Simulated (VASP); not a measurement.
Set up this calculation in VASP 6.6.1, as the native input.

| Property | Result |
| --- | --- |
| Task | relaxation of cell and atoms |
| Functional | PBEsol |
| Potentials or basis | VASP PAW PBE potentials, release 64 (Na_pv, F) |
| Cutoff | 600 eV |
| k mesh | 10 × 10 × 10 |
| Occupations | gaussian, width 0.03 eV |
| Spin | no spin polarisation |
| Further INCAR settings | ALGO = Normal; EDIFF = 1e-07; IBRION = 2; EDIFFG = -0.005; NSW = 90; ISIF = 3 |

The structure of NaF (Villiaumite) lies in POSCAR:

```
NaF                                     
1.0
   -0.0000000000      2.3140630840      2.3140630840
    2.3140630840      0.0000000000      2.3140630840
    2.3140630840      2.3140630840      0.0000000000
  Na              F             
     1     1
Direct
     0.0000000000000000    0.0000000000000000    0.0000000000000000
     0.5000000000000000    0.5000000000000000    0.5000000000000000
```

One way to write it, as run:

INCAR

```
ALGO     = Normal         # electronic algorithm
EDIFF    = 1E-7           # SCF threshold, eV
EDIFFG   = -0.005         # ionic threshold
ENCUT    = 600            # plane-wave cutoff, eV
GGA      = PS             # functional
IBRION   = 2              # ionic algorithm
ISIF     = 3              # what is computed and relaxed
ISMEAR   = 0              # smearing method
LASPH    = T              # aspherical terms in the spheres
LCHARG   = F              # write CHGCAR
LREAL    = F              # projectors in reciprocal space
LWAVE    = F              # write WAVECAR
NELM     = 80             # most SCF steps
NSW      = 90             # ionic steps
PREC     = Accurate       # precision mode
SIGMA    = 0.03           # smearing width, eV
```

KPOINTS

```
k-points
0
Gamma
  10 10 10
```

Potentials or basis: VASP PAW PBE potentials, release 64 (Na_pv, F).

The run is started by

```bash
$ cat potpaw_PBE.64/Na_pv/POTCAR potpaw_PBE.64/F/POTCAR > POTCAR
$ mpirun -np 1 vasp_std > vasp.out
```

Results of the run:

```
Pressure after relaxing : -0.1 GPa
Band gap on the k mesh  : 6.18 eV, direct
```

Caveat: the relaxation stopped at its first step, so nothing moved; the PAW data sets were made with another functional, which shifts forces and pressure a little.

It took 7.1 s on 1 thread of Intel(R) Xeon(R) 6975P-C (Granite Rapids), on a shared host, peak memory 0.15 GiB.
